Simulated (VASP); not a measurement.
A convergence study with VASP on PbS: one setting is varied, all else stays as given below, so the limit is that of these other settings.

```xyz
8
Lattice="4.1792 0.0000 0.0000 -4.1792 4.1792 0.0000 0.0000 0.0000 22.8655" Properties=species:S:1:pos:R:3 pbc="T T T"
Pb     0.0000     0.0000     9.9552
Pb    -2.0896     2.0896     7.0000
Pb     0.0000     0.0000    15.8655
Pb    -2.0896     2.0896    12.9103
S      0.0000     0.0000     7.0000
S     -2.0896     2.0896     9.9552
S      0.0000     0.0000    12.9103
S     -2.0896     2.0896    15.8655
```

Calculation: PBEsol GGA, VASP's PBE PAW potentials (set 64) (plane waves; VASP). The tightest run used: 600 eV cut-off, 8×8×1 Γ-centred mesh, Fermi-Dirac smearing of 0.020 eV, potentials Pb_d S.

Unless said otherwise, spin-orbit coupling is left out, though it shifts the bands of the heavy elements here. Gaps are read on the run's mesh, which can miss a band edge.

Question: The settings run are ENCUT = 150; ENCUT = 180; ENCUT = 210; ENCUT = 255; ENCUT = 360; ENCUT = 450; ENCUT = 600. From which on does the energy per atom stay within 0.01 eV/atom of the tightest run?

Answer: From ENCUT = 255 on: it is off by 0.0036 there and by no more than 0.01 in any finer run, while ENCUT = 210 is off by 0.0258.
```tsv
setting	E (eV/atom)	gap on the mesh (eV)	plane waves	difference judged (eV/atom)
ENCUT = 150	-1.8536	1.019	1692	2.7874
ENCUT = 180	-4.3123	0.968	2239	0.3287
ENCUT = 210	-4.6152	0.980	2782	0.0258
ENCUT = 255	-4.6374	0.980	3739	0.0036
ENCUT = 360	-4.6404	0.981	6239	0.0006
ENCUT = 450	-4.6407	0.981	8692	0.0002
ENCUT = 600	-4.6410	0.981	13383	0.0000
```

Left out are rungs that failed or repeat a setting and relaxations that didn't move; long series are thinned to 24 rows.

The cell is a sheet or thin cut with vacuum, built from a generated structure.
